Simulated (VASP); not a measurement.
OSZICAR of a VASP run on Hf (hcp):

**OSZICAR**
```
       N       E                     dE             d eps       ncg     rms          rms(c)
DAV:   1    -0.277797875419E+02   -0.27780E+02   -0.11685E+04  2660   0.133E+03
DAV:   2    -0.938706748997E+02   -0.66091E+02   -0.64681E+02  3326   0.269E+02
DAV:   3    -0.959617675938E+02   -0.20911E+01   -0.20450E+01  3596   0.318E+01
DAV:   4    -0.959843376052E+02   -0.22570E-01   -0.22480E-01  3122   0.405E+00
DAV:   5    -0.959846952424E+02   -0.35764E-03   -0.35760E-03  3666   0.419E-01    0.721E+01
DAV:   6    -0.908823284540E+02    0.51024E+01   -0.87514E-01  2750   0.943E+00    0.409E+01
DAV:   7    -0.883126241653E+02    0.25697E+01   -0.21333E+00  2884   0.117E+01    0.591E+00
DAV:   8    -0.912423597896E+02   -0.29297E+01   -0.15271E+00  2804   0.959E+00    0.118E+01
DAV:   9    -0.902842354759E+02    0.95812E+00   -0.39002E-01  2696   0.729E+00    0.183E+00
DAV:  10    -0.903880978487E+02   -0.10386E+00   -0.25427E-01  2708   0.608E+00    0.372E+00
DAV:  11    -0.902863458424E+02    0.10175E+00   -0.84461E-02  2702   0.347E+00    0.834E-01
DAV:  12    -0.902971662678E+02   -0.10820E-01   -0.41852E-02  2894   0.228E+00    0.464E-01
DAV:  13    -0.903043587168E+02   -0.71924E-02   -0.12444E-02  2840   0.111E+00    0.134E-01
DAV:  14    -0.903029234186E+02    0.14353E-02   -0.28110E-03  2984   0.409E-01    0.112E-01
DAV:  15    -0.903028459671E+02    0.77451E-04   -0.32606E-05  3568   0.444E-02    0.102E-01
DAV:  16    -0.903028664100E+02   -0.20443E-04   -0.63700E-05  3026   0.773E-02    0.761E-02
DAV:  17    -0.903028652231E+02    0.11869E-05   -0.74143E-06  3128   0.224E-02    0.339E-02
DAV:  18    -0.903028600446E+02    0.51786E-05   -0.79162E-06  2942   0.288E-02    0.227E-02
DAV:  19    -0.903028697397E+02   -0.96951E-05   -0.24075E-06  3188   0.113E-02    0.179E-03
DAV:  20    -0.903028629963E+02    0.67434E-05   -0.37496E-07  3016   0.623E-03    0.254E-03
DAV:  21    -0.903028675309E+02   -0.45346E-05   -0.11236E-07  1768   0.303E-03    0.417E-03
DAV:  22    -0.903028641821E+02    0.33488E-05   -0.53823E-08  1672   0.216E-03    0.239E-04
DAV:  23    -0.903028651385E+02   -0.95638E-06   -0.12958E-08  1594   0.108E-03    0.635E-04
DAV:  24    -0.903028650221E+02    0.11643E-06   -0.19506E-09  1558   0.408E-04    0.241E-04
DAV:  25    -0.903028650189E+02    0.31919E-08   -0.38208E-10  1510   0.170E-04
   1 F= -.90302865E+02 E0= -.90302597E+02  d E =-.804322E-03
```

### Question
Which electronic solver shows in the log?

### Answer
It is blocked Davidson (ALGO = Normal, or the opening steps of other solvers). The INCAR had ALGO = Normal.

### Question
Can the final energy be trusted as converged?

### Answer
The run converged. It stopped with EDIFF = 1E-7, NELM = 100 (r2SCAN meta-GGA, plane waves, VASP's PBE PAW potentials (set 64)).

The compound is Hf in the hcp structure. It was relaxed first.
